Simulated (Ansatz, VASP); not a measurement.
# TaN in two plane-wave programs

One calculation is typed for both programs; each brings its own data sets. How far apart do they land? The cell is taken from a series of runs on this material, whose earlier steps may have relaxed, scaled, displaced or heated it; both programs get it as it stands.

Calculated with Ansatz 0.2.0; plane waves, with VASP 6.6.1 beside it; zone-centre phonons at LDA.

## (1) Set-up

It takes space group Immm (No. 71, orthorhombic). The conventional cell has a = 2.951 Å, b = 3.172 Å, c = 4.348 Å, α = 90.00°, β = 90.00°, γ = 90.00°. N has 6 Ta at 2.17 Å nearest. Nearest to Ta lie 6 N at 2.17 Å. Farther neighbours and most contacts between anions are not listed.

As a file:

```xyz
2
Lattice="-0.0782 2.1650 2.1741 2.1650 -0.0782 2.1741 2.0869 2.0869 0.0000" Properties=species:S:1:pos:R:3 pbc="T T T"
N     0.0000    0.0000    0.0000
Ta    2.0869    2.0869    2.1741
```

## (2) VASP: zone-centre phonons, LDA

Second derivatives magnify differences that forces hide, and they need a tight electronic threshold.

Lines of VASP's logs that name or quote its potential files are left out, and so is its time.

The input, INCAR:

```
SYSTEM = TaN
PREC = Accurate
ENCUT = 600
EDIFF = 1E-08
NELM = 120
ISMEAR = 1
SIGMA = 0.2
LREAL = .FALSE.
ALGO = Normal
GGA = CA
NBANDS = 14
LASPH = .TRUE.
LORBIT = 11
LWAVE = .FALSE.
LCHARG = .FALSE.
ISIF = 2
IBRION = 8
GGA_COMPAT = .FALSE.
KPAR = 2
```

The input, POSCAR:

```
TaN
1.0
   -0.0781579259      2.1650137273      2.1741184979
    2.1650137273     -0.0781579259      2.1741184979
    2.0868558014      2.0868558014      0.0000000000
N Ta
1 1
Direct
    0.0000000000      0.0000000000      0.0000000000
    0.5000000000      0.5000000000      0.5000000000
```

The input, KPOINTS:

```
Automatic mesh
0
Gamma
16 16 16
0 0 0
```

The projector-augmented-wave data sets are N and Ta_pv (LDA family, release 64).

Launch:

```sh
$ mpirun -np 2 vasp_std
```

Numbers of over 12 decimals in the logs are rounded to 6 here.

The log of the run:

```text
[banner, memory and clock lines left out]
running    2 mpi-ranks, on    1 nodes
 distrk:  each k-point on    1 cores,    2 groups
 distr:  one band on    1 cores,    1 groups

 POSCAR found type information on POSCAR N Ta
 POSCAR found :  2 types and       2 ions
 LDA part: xc-table for (Slater(with rela. corr.)+CA(PZ))
 , standard interpolation
 POSCAR, INCAR and KPOINTS ok, starting setup
 FFT: planning ... GRIDC
 FFT: planning ... GRID_SOFT
 FFT: planning ... GRID
 WAVECAR not read
 entering main loop
       N       E                     dE             d eps       ncg     rms          rms(c)
DAV:   1     0.946340637629E+02    0.94634E+02   -0.98191E+03 17404   0.135E+03
DAV:   2    -0.240985157898E+02   -0.11873E+03   -0.11192E+03 21128   0.331E+02
DAV:   3    -0.271375204555E+02   -0.30390E+01   -0.30061E+01 20144   0.476E+01
DAV:   4    -0.271520057410E+02   -0.14485E-01   -0.14477E-01 20392   0.349E+00
DAV:   5    -0.271521113624E+02   -0.10562E-03   -0.10562E-03 20106   0.268E-01    0.261E+01
DAV:   6    -0.242615807972E+02    0.28905E+01   -0.65036E+00 18864   0.283E+01    0.110E+01
DAV:   7    -0.241581052845E+02    0.10348E+00   -0.38025E-01 22464   0.563E+00    0.739E+00
DAV:   8    -0.241199442442E+02    0.38161E-01   -0.12163E-01 21840   0.314E+00    0.123E+00
DAV:   9    -0.241167278036E+02    0.32164E-02   -0.89235E-03 20022   0.827E-01    0.255E-01
DAV:  10    -0.241165620748E+02    0.16573E-03   -0.44644E-04 23352   0.265E-01    0.752E-02
DAV:  11    -0.241165456671E+02    0.16408E-04   -0.38361E-05 18642   0.692E-02    0.139E-02
DAV:  12    -0.241165455452E+02    0.12193E-06   -0.21984E-06 22512   0.146E-02    0.310E-03
DAV:  13    -0.241165455305E+02    0.14708E-07   -0.58055E-08 19860   0.235E-03    0.597E-04
DAV:  14    -0.241165455304E+02    0.66166E-10   -0.34251E-09 14466   0.641E-04
   1 F= -.24116546E+02 E0= -.24116187E+02  d E =-.107554E-02
 Linear response reoptimize wavefunctions to high precision
DAV:   1    -0.241165455299E+02    0.49704E-09   -0.75181E-10 13356   0.291E-04
DAV:   2    -0.241165455299E+02   -0.59117E-11   -0.10832E-10 10938   0.879E-05
 Linear response DOF=           4
 Linear response progress:
  Degree of freedom:   1/  4
       N       E                     dE             d eps       ncg     rms          rms(c)
RMM:   1    -0.233609380211E+00   -0.23361E+00    0.14904E-01 66639   0.300E+00
RMM:   2    -0.229352510536E+00    0.42569E-02   -0.43758E-03 52618   0.508E-01    0.161E-01
RMM:   3    -0.230218405462E+00   -0.86589E-03   -0.94357E-04 47525   0.189E-01    0.816E-02
RMM:   4    -0.231601830686E+00   -0.13834E-02   -0.47988E-04 48529   0.131E-01    0.222E-02
RMM:   5    -0.231708430519E+00   -0.10660E-03   -0.20106E-05 55663   0.325E-02    0.312E-03
RMM:   6    -0.231712408361E+00   -0.39778E-05   -0.18457E-06 55469   0.733E-03    0.788E-04
RMM:   7    -0.231704402175E+00    0.80062E-05   -0.17129E-07 55734   0.198E-03    0.362E-04
RMM:   8    -0.231705583437E+00   -0.11813E-05   -0.35200E-08 60772   0.640E-04    0.153E-04
RMM:   9    -0.231705660830E+00   -0.77393E-07   -0.93201E-10 60891   0.209E-04    0.200E-05
RMM:  10    -0.231705503213E+00    0.15762E-06   -0.78260E-09 61112   0.669E-05    0.126E-05
RMM:  11    -0.231705510033E+00   -0.68200E-08   -0.14604E-08 62060   0.246E-05    0.189E-06
 first order change of Fermi-energy  -0.21354E-03
 force on displaced ion       1 direction 1 :  -9.682   0.817   0.000
 Linear response progress:
  Degree of freedom:   2/  4
       N       E                     dE             d eps       ncg     rms          rms(c)
RMM:   1    -0.232610105886E+00   -0.23261E+00    0.15874E-01 37114   0.298E+00
RMM:   2    -0.229218273822E+00    0.33918E-02   -0.42579E-03 29711   0.496E-01    0.160E-01
RMM:   3    -0.230072433560E+00   -0.85416E-03   -0.93076E-04 26633   0.187E-01    0.805E-02
RMM:   4    -0.231445313287E+00   -0.13729E-02   -0.48028E-04 27048   0.131E-01    0.219E-02
RMM:   5    -0.231545371836E+00   -0.10006E-03   -0.19603E-05 31274   0.322E-02    0.299E-03
RMM:   6    -0.231546990466E+00   -0.16186E-05   -0.16029E-06 30986   0.712E-03    0.730E-04
RMM:   7    -0.231539750564E+00    0.72399E-05   -0.16437E-07 31161   0.189E-03    0.335E-04
RMM:   8    -0.231540966365E+00   -0.12158E-05   -0.24991E-08 33687   0.616E-04    0.127E-04
RMM:   9    -0.231540888169E+00    0.78197E-07   -0.76725E-09 33668   0.204E-04    0.217E-05
RMM:  10    -0.231540724131E+00    0.16404E-06   -0.86915E-09 34177   0.681E-05    0.118E-05
RMM:  11    -0.231540732978E+00   -0.88470E-08   -0.98073E-09 34084   0.248E-05    0.287E-06
 first order change of Fermi-energy  -0.21666E-03
 force on displaced ion       1 direction 3 :   0.000   0.000  -8.496
 Linear response progress:
  Degree of freedom:   3/  4
       N       E                     dE             d eps       ncg     rms          rms(c)
RMM:   1    -0.133248833599E+00   -0.13325E+00    0.11405E+01 31896   0.240E+01
RMM:   2    -0.162215149815E+00   -0.28966E-01   -0.27588E-02 48825   0.146E+00    0.113E-01
RMM:   3    -0.161550738060E+00    0.66441E-03   -0.21223E-03 56957   0.288E-01    0.520E-02
RMM:   4    -0.161105876965E+00    0.44486E-03   -0.18152E-04 61838   0.901E-02    0.189E-02
RMM:   5    -0.160934131265E+00    0.17175E-03   -0.17949E-05 62426   0.247E-02    0.497E-03
RMM:   6    -0.160920770308E+00    0.13361E-04   -0.28441E-06 59461   0.873E-03    0.841E-04
RMM:   7    -0.160918887662E+00    0.18826E-05    0.71376E-08 63127   0.255E-03    0.306E-04
RMM:   8    -0.160920375574E+00   -0.14879E-05   -0.25891E-07 66420   0.902E-04    0.104E-04
RMM:   9    -0.160921473726E+00   -0.10982E-05   -0.37241E-07 63504   0.361E-04    0.393E-05
RMM:  10    -0.160921855072E+00   -0.38135E-06   -0.19515E-07 58605   0.218E-04    0.793E-06
RMM:  11    -0.160921868131E+00   -0.13059E-07   -0.10769E-07 68895   0.998E-05    0.426E-06
RMM:  12    -0.160921883504E+00   -0.15373E-07   -0.47957E-08 63410   0.522E-05    0.103E-06
RMM:  13    -0.160921890490E+00   -0.69857E-08   -0.35607E-08 56427   0.307E-05    0.877E-07
 first order change of Fermi-energy   0.49310E-03
 force on displaced ion       2 direction 1 :  -9.681   0.814   0.000
 Linear response progress:
  Degree of freedom:   4/  4
       N       E                     dE             d eps       ncg     rms          rms(c)
RMM:   1    -0.135954200096E+00   -0.13595E+00    0.11228E+01 18329   0.237E+01
RMM:   2    -0.164184690784E+00   -0.28230E-01   -0.26961E-02 27481   0.145E+00    0.107E-01
RMM:   3    -0.163577403627E+00    0.60729E-03   -0.20043E-03 31971   0.275E-01    0.499E-02
RMM:   4    -0.163160692887E+00    0.41671E-03   -0.15702E-04 34483   0.821E-02    0.182E-02
RMM:   5    -0.162995067132E+00    0.16563E-03   -0.16561E-05 34708   0.229E-02    0.459E-03
RMM:   6    -0.162983783334E+00    0.11284E-04   -0.24305E-06 33137   0.822E-03    0.788E-04
RMM:   7    -0.162982403798E+00    0.13795E-05    0.15609E-07 35113   0.238E-03    0.288E-04
RMM:   8    -0.162983899017E+00   -0.14952E-05   -0.73911E-07 36912   0.833E-04    0.835E-05
RMM:   9    -0.162984787472E+00   -0.88846E-06   -0.25841E-07 34943   0.330E-04    0.431E-05
RMM:  10    -0.162985153519E+00   -0.36605E-06   -0.20527E-07 32764   0.202E-04    0.122E-05
RMM:  11    -0.162985322606E+00   -0.16909E-06   -0.94480E-08 35239   0.107E-04    0.557E-06
RMM:  12    -0.162985276503E+00    0.46103E-07   -0.57230E-08 33994   0.551E-05    0.140E-06
RMM:  13    -0.162985281311E+00   -0.48082E-08   -0.33042E-08 33683   0.293E-05    0.162E-06
 first order change of Fermi-energy   0.40687E-03
 force on displaced ion       2 direction 3 :   0.000   0.000  -8.495
 Linear response finished
```

OUTCAR, selected parts (step 2):

```text
ion  position               nearest neighbor table
   1  0.000  0.000  0.000-   2 2.17   2 2.17   2 2.17   2 2.17   2 2.17   2 2.17
   2  0.500  0.500  0.500-   1 2.17   1 2.17   1 2.17   1 2.17   1 2.17   1 2.17

  LATTYP: Found a body centered orthorhombic cell.
 ALAT       =     2.9512597771
 B/A-ratio  =     1.0749049607
 C/A-ratio  =     1.4733494590

 Subroutine GETGRP returns: Found  8 space group operations
 (whereof  8 operations were pure point group operations)

The static configuration has the point symmetry D_2h.

 Found    621 irreducible k-points:

   k-points           NKPTS =    621   k-points in BZ     NKDIM =    621   number of bands    NBANDS=     14

   dimension x,y,z NGX =    28 NGY =   28 NGZ =   24
   dimension x,y,z NGXF=    56 NGYF=   56 NGZF=   48

   ENCUT  =  600.0 eV  44.10 Ry    6.64 a.u.   6.13  6.13  5.89*2*pi/ulx,y,z

   NELECT =      16.0000    total number of electrons

 k-points in reciprocal lattice and weights: Automatic mesh
   0.00000000  0.00000000  0.00000000       0.000
   0.06250000  0.00000000  0.00000000       0.001
   0.12500000  0.00000000  0.00000000       0.001
   0.18750000  0.00000000  0.00000000       0.001
   0.25000000  0.00000000  0.00000000       0.001
   0.31250000  0.00000000  0.00000000       0.001
   0.37500000  0.00000000  0.00000000       0.001
   0.43750000  0.00000000  0.00000000       0.001
   0.50000000  0.00000000  0.00000000       0.000
[...]
0.25000000  0.25000000  0.50000000       0.000
  -0.25000000  0.25000000  0.50000000       0.000

 average (electrostatic) potential at core
       1 -60.5260       2 -34.6570

  Total        1.0027720      1.0027720      0.2850519      0.7043689      0.0000000      0.0000000
  in kB       78.9304578     78.9304578     22.4370786     55.4424754      0.0000000      0.0000000
  external PRESSURE =      60.0993314 kB  Pullay stress =       0.0000000 kB

  energy-cutoff  :      600.00
  volume of cell :       20.35
      direct lattice vectors                 reciprocal lattice vectors
    -0.078157926  2.165013727  2.174118498    -0.222898680  0.222898680  0.229978265
     2.165013727 -0.078157926  2.174118498     0.222898680 -0.222898680  0.229978265
     2.086855801  2.086855801  0.000000000     0.239594897  0.239594897 -0.229978265

 POSITION                                       TOTAL-FORCE (eV/Angst)
 -----------------------------------------------------------------------------------
      0.00000      0.00000      0.00000         0.000000      0.000000     -0.000000
      2.08686      2.08686      2.17412        -0.000000      0.000000      0.000000
 -----------------------------------------------------------------------------------
    total drift:                                0.000000      0.000000      0.000000

 Eigenvectors and eigenvalues of the dynamical matrix
 ----------------------------------------------------

   1 f  =   14.051763 THz    88.289830 2PiTHz  468.716354 cm-1    58.113395 meV
             X         Y         Z           dx          dy          dz
      0.000000  0.000000  0.000000     0.681252   -0.681252    0.000000
      2.086856  2.086856  2.174118    -0.189461    0.189461    0.000000

   2 f  =   12.912354 THz    81.130713 2PiTHz  430.709770 cm-1    53.401181 meV
             X         Y         Z           dx          dy          dz
      0.000000  0.000000  0.000000     0.681236    0.681236    0.000000
      2.086856  2.086856  2.174118    -0.189518   -0.189518    0.000000

   3 f  =   12.640670 THz    79.423675 2PiTHz  421.647379 cm-1    52.277589 meV
             X         Y         Z           dx          dy          dz
      0.000000  0.000000  0.000000    -0.000000   -0.000000    0.963427
      2.086856  2.086856  2.174118     0.000000    0.000000   -0.267972

   4 f/i=    0.000245 THz     0.001537 2PiTHz    0.008160 cm-1     0.001012 meV
             X         Y         Z           dx          dy          dz
      0.000000  0.000000  0.000000     0.000000    0.000000   -0.267972
      2.086856  2.086856  2.174118    -0.000000    0.000000   -0.963427

   5 f/i=    0.000390 THz     0.002448 2PiTHz    0.012994 cm-1     0.001611 meV
             X         Y         Z           dx          dy          dz
      0.000000  0.000000  0.000000     0.189518    0.189518    0.000000
      2.086856  2.086856  2.174118     0.681236    0.681236    0.000000

   6 f/i=    0.000753 THz     0.004731 2PiTHz    0.025118 cm-1     0.003114 meV
             X         Y         Z           dx          dy          dz
      0.000000  0.000000  0.000000    -0.189461    0.189461   -0.000000
      2.086856  2.086856  2.174118    -0.681252    0.681252    0.000000

 ELASTIC MODULI CONTR FROM IONIC RELAXATION (kBar)
 Direction    XX          YY          ZZ          XY          YZ          ZX
 --------------------------------------------------------------------------------
 XX           0.0000      0.0000      0.0000      0.0000      0.0000      0.0000
 YY           0.0000      0.0000      0.0000      0.0000      0.0000      0.0000
 ZZ           0.0000      0.0000      0.0000      0.0000      0.0000      0.0000
 XY           0.0000      0.0000      0.0000      0.0000      0.0000      0.0000
 YZ           0.0000      0.0000      0.0000      0.0000      0.0000      0.0000
 ZX           0.0000      0.0000      0.0000      0.0000      0.0000      0.0000
 --------------------------------------------------------------------------------
```

(Part 1 of 2 ends here.)

[Lines on the potential files, build, host, timing and source positions are cut from VASP's logs without a mark.]

[Logs are printed without paths, hosts, clocks, repeated set-up lines and the standing remarks that a program may print on its own settings, such as how far it seeks lower states.]

[Hosts, paths, dates, database ids (printed as entryN), source tags and the programs' standing remarks are cut or masked in the printed files.]
